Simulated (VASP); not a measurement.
Crystal: MoBr6.

```
Mo Br
1.0
     6.35246    0.00000    0.00000
     0.00000    6.35246    0.00000
     0.00000    0.00000    6.35246
Mo Br
1 6
Cartesian
  0.0000 0.0000 0.0000
  1.3340 3.1762 3.1762
  3.1762 1.3340 3.1762
  5.0184 3.1762 3.1762
  3.1762 5.0184 3.1762
  3.1762 3.1762 1.3340
  3.1762 3.1762 5.0184
```

The cell was built by a generator and needn't be a form met in nature.

* Program: VASP 6.6.1
* Task: relaxation of cell and atoms
* Functional: PBE
* Potentials or basis: VASP PAW PBE potentials, release 64 (Mo_sv, Br)
* Cutoff: 520 eV
* k mesh: 2 × 2 × 2
* Occupations: gaussian, width 0.15 eV
* Spin: no spin polarisation

At the start: pressure 14.3 GPa; volume 36.62 Å³/atom.

Q: Where does the relaxation end?

A: Over 6 steps the energy falls by 1039.0 meV/atom and the volume is 58.57 Å³/atom (+59.9 %); space group Pm-3m (No. 221, to 0.05 Å).

Step by step:
```csv
step,energy change (eV),largest force (eV/Å),pressure (GPa),volume (Å³)
1,0.0000,6.1899,14.26,256.35
2,-7.2460,0.1647,0.53,397.34
3,-7.2502,0.1914,0.56,399.77
4,-7.2680,0.1541,0.04,409.13
5,-7.2687,0.0913,0.12,407.39
6,-7.2729,0.0743,0.16,410.01
```

Final structure:
```cif
data_structure
_symmetry_space_group_name_H-M 'P 1'
_symmetry_Int_Tables_number 1
_cell_length_a 7.4290
_cell_length_b 7.4290
_cell_length_c 7.4290
_cell_angle_alpha 90.000
_cell_angle_beta 90.000
_cell_angle_gamma 90.000
_cell_volume 410.01
loop_
_atom_site_label
_atom_site_type_symbol
_atom_site_fract_x
_atom_site_fract_y
_atom_site_fract_z
_atom_site_occupancy
Mo1 Mo 0.00000 0.00000 0.00000 1
Br1 Br 0.16325 0.50000 0.50000 1
Br2 Br 0.50000 0.16325 0.50000 1
Br3 Br 0.83675 0.50000 0.50000 1
Br4 Br 0.50000 0.83675 0.50000 1
Br5 Br 0.50000 0.50000 0.16325 1
Br6 Br 0.50000 0.50000 0.83675 1
```

Caveat: the k mesh is coarse (spacing up to 0.49 Å⁻¹), so the values aren't converged; the volume moved by over 15 % at a fixed basis, so the end points are rough.
